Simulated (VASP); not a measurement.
A run of VASP 6.6.1 is set up as follows.

Contents of INCAR:

```
PREC     = Accurate       # precision mode
ENCUT    = 350            # plane-wave cutoff, eV
EDIFF    = 1E-7           # SCF threshold, eV
ISMEAR   = 0              # smearing method
SIGMA    = 0.02           # smearing width, eV
LREAL    = False          # projectors in reciprocal space
LASPH    = True           # aspherical terms in the spheres
NELM     = 60             # most SCF steps
ALGO     = Normal         # electronic algorithm
ISIF     = 3              # what is computed and relaxed
LWAVE    = False          # write WAVECAR
LCHARG   = False          # write CHGCAR
GGA      = PE             # functional
IBRION   = 2              # ionic algorithm
NSW      = 80             # ionic steps
EDIFFG   = -0.002         # ionic threshold
```

The input KPOINTS:

```
Automatic mesh
0
Gamma
  8 8 8
```

Contents of POSCAR:

```
InSb                                    
1.0
    0.0000000000      3.3108188884      3.3108188884
    3.3108188884      0.0000000000      3.3108188884
    3.3108188884      3.3108188884      0.0000000000
  In              Sb            
     1     1
Direct
     0.0000000000000000    1.0000000000000000    0.0000000000000000
     0.2500000000000000    0.2500000000000000    0.2500000000000000
```

Potentials or basis: VASP PAW PBE potentials, release 64 (In_d, Sb).

Command:

```console
$ cat potpaw_PBE.64/In_d/POTCAR potpaw_PBE.64/Sb/POTCAR > POTCAR
$ mpirun -np 1 vasp_std > vasp.out
```

(1) What does it give for the space group after relaxing (to 0.05 Å)?

(2) Estimate the relaxed volume.

(3) Estimate the relaxed cell.

## Answers

(1) F-43m (No. 216).

(2) 36.33 Å³/atom.

(3) a = 4.684 Å, b = 4.684 Å, c = 4.684 Å, α = 60.00°, β = 60.00°, γ = 60.00°.
